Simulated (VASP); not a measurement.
```yaml
crystal:
  lattice:
    - [0.00000, 2.80500, 2.80500]
    - [2.80500, 0.00000, 2.80500]
    - [2.80500, 2.80500, 0.00000]
  atoms:
    - { symbol: Li, position: [0.00000, 0.00000, 0.00000] }
    - { symbol: Br, position: [0.50000, 0.50000, 0.50000] }
```

Computed with PBE GGA, VASP's PBE PAW potentials (set 64) (plane waves; VASP). Settings: 520 eV cut-off, 6×6×6 Γ-centred mesh, Gaussian smearing of 0.050 eV, potentials Li_sv Br.

Q: Predict the energy per atom (σ→0), pressure, band gap (on the k-mesh) with the smallest direct gap where there is one.

A: 
```yaml
band gap (on the k-mesh): 4.71 eV
smallest direct gap (on the k-mesh): 4.71 eV
energy per atom (σ→0): -3318 meV/atom
pressure: -1.25 GPa
```

The absolute energy has meaning only against runs of the same code, potentials and settings.

The compound is LiBr in the rock salt structure. The cell was not relaxed at this level.
